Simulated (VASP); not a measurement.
Input:

```
AlGaP2
1.0
    3.86494     0.00000     0.00000
    0.00000     3.86494     0.00000
    0.00000     0.00000     5.42938
Al Ga P
1 1 2
Cartesian
  1.93247   1.93247   2.71469
  0.00000   0.00000   0.00000
  0.00000   1.93247   1.35638
  1.93247   0.00000   4.07300
```

All values below come from PBEsol GGA, VASP's PBE PAW potentials (set 64) (plane waves; VASP 6.6.1). Numerical set-up: 400 eV cut-off, 7×7×5 Γ-centred mesh, tetrahedra with Blöchl corrections, potentials Al Ga_d P.

The cores are frozen, which limits the accuracy of field gradients.

Give the principal components of the electric field gradient (V/Å²) and the asymmetry η at each nucleus.

```json
[
 {"atom": "Al1", "Vxx": "-0.3", "Vyy": "-0.3", "Vzz": "0.5", "η": "0.00"},
 {"atom": "Ga2", "Vxx": "-0.8", "Vyy": "-0.8", "Vzz": "1.7", "η": "0.00"},
 {"atom": "P3", "Vxx": "21.4", "Vyy": "0.6", "Vzz": "-22.0", "η": "0.95"},
 {"atom": "P4", "Vxx": "21.4", "Vyy": "0.6", "Vzz": "-22.0", "η": "0.95"}
]
```

The structure comes from a computed database's AlGaP2 entry (P-4m2); how it stands against other phases isn't given here. It was relaxed first.
